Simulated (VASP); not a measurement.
Input:

```
HfPbO3
1.0
    4.07468     0.00000     0.00000
    0.00000     4.07468     0.00000
    0.00000     0.00000     4.07468
Hf Pb O
1 1 3
Direct
  0.50000   0.50000   0.50000
  0.00000   0.00000   0.00000
  0.00000   0.50000   0.50000
  0.50000   0.00000   0.50000
  0.50000   0.50000   0.00000
```

Computed with LDA (Ceperley-Alder, Perdew-Zunger), VASP's LDA PAW potentials (set 64) (plane waves; VASP). Numerical set-up: 520 eV cut-off, 6×6×6 Γ-centred mesh, tetrahedra with Blöchl corrections, potentials Hf_pv Pb_d O.

Unless said otherwise, spin-orbit coupling is left out, though it shifts the bands of the heavy elements here.

**Question.** Estimate the energy per atom (σ→0), band gap (on the k-mesh) with the smallest direct gap where there is one.

**Answer.** 
The band gap (on the k-mesh) is 2.38 eV, the smallest direct gap (on the k-mesh) is 2.38 eV and the energy per atom (σ→0) comes out as -9.028 eV/atom.

The absolute energy has meaning only against runs of the same code, potentials and settings.

The structure comes from a computed database's HfPbO3 entry (Pm-3m); how it stands against other phases isn't given here. It was relaxed first, which changed the volume by -6 %.
